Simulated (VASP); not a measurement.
Input:

```yaml
crystal:
  lattice:
    - [-0.00331, 4.22413, 4.23423]
    - [4.22413, -0.00331, 4.23423]
    - [2.11041, 2.11041, 0.00000]
  atoms:
    - { symbol: Ti, position: [0.99734, 0.99734, 0.00531] }
    - { symbol: Ti, position: [0.99857, 0.50143, 0.00000] }
    - { symbol: Ti, position: [0.50143, 0.99857, 0.00000] }
    - { symbol: Ti, position: [0.50266, 0.50266, 0.99469] }
    - { symbol: N, position: [0.25000, 0.25000, 0.50000] }
    - { symbol: N, position: [0.25000, 0.75000, 0.50000] }
    - { symbol: N, position: [0.75000, 0.25000, 0.50000] }
    - { symbol: C, position: [0.75000, 0.75000, 0.50000] }
```

All values below come from PBEsol GGA, VASP's PBE PAW potentials (set 64) (plane waves; VASP). Settings: 520 eV cut-off, Gaussian smearing of 0.050 eV, potentials Ti_sv N C.

Problem. Give the energies of bands 26 to 39 at the high-symmetry points, in eV from the Fermi level.

Solution. 
| band | Γ | Y | C0 | Z | A0 | T | S | R |
|---|---|---|---|---|---|---|---|---|
| 26 | -4.80 | -4.93 | -4.85 | -5.13 | -4.92 | -5.01 | -4.37 | -5.17 |
| 27 | -4.73 | -4.52 | -4.32 | -5.09 | -4.89 | -4.98 | -4.31 | -5.07 |
| 28 | -2.92 | -4.05 | -4.04 | -5.01 | -4.67 | -4.60 | -4.13 | -4.38 |
| 29 | -2.73 | -3.08 | -3.62 | -4.92 | -3.82 | -3.06 | -4.10 | -4.33 |
| 30 | -2.68 | -3.07 | -3.57 | -4.54 | -3.24 | -2.93 | -4.09 | -3.98 |
| 31 | -1.12 | -2.09 | -3.20 | -3.90 | -2.92 | -2.92 | -3.37 | -3.87 |
| 32 | -0.93 | -1.92 | -2.42 | -3.78 | -2.67 | -2.38 | -2.81 | -3.21 |
| 33 | -0.82 | -1.88 | -1.05 | 1.01 | -1.96 | -2.30 | -0.16 | -0.27 |
| 34 | -0.41 | -1.76 | -0.73 | 1.16 | -1.31 | -1.82 | 0.07 | -0.15 |
| 35 | -0.40 | 1.14 | 0.58 | 1.25 | 1.73 | 1.89 | 0.67 | 0.04 |
| 36 | -0.39 | 1.20 | 1.28 | 1.31 | 1.76 | 1.92 | 0.69 | 0.38 |
| 37 | 0.80 | 1.32 | 1.58 | 1.45 | 1.96 | 1.97 | 0.80 | 2.26 |
| 38 | 0.81 | 1.41 | 1.60 | 1.54 | 1.98 | 2.00 | 0.82 | 2.27 |
| 39 | 1.94 | 1.90 | 1.62 | 1.94 | 2.19 | 2.02 | 1.02 | 2.32 |

It has no gap at this level: it comes out as a metal or semimetal.

The structure was generated: Ti4CN3 was put into an ordered model structure (Cmmm), which need not be its known phase. It was relaxed first. The electron count is odd and the run is not spin-polarised, which forces a metal.
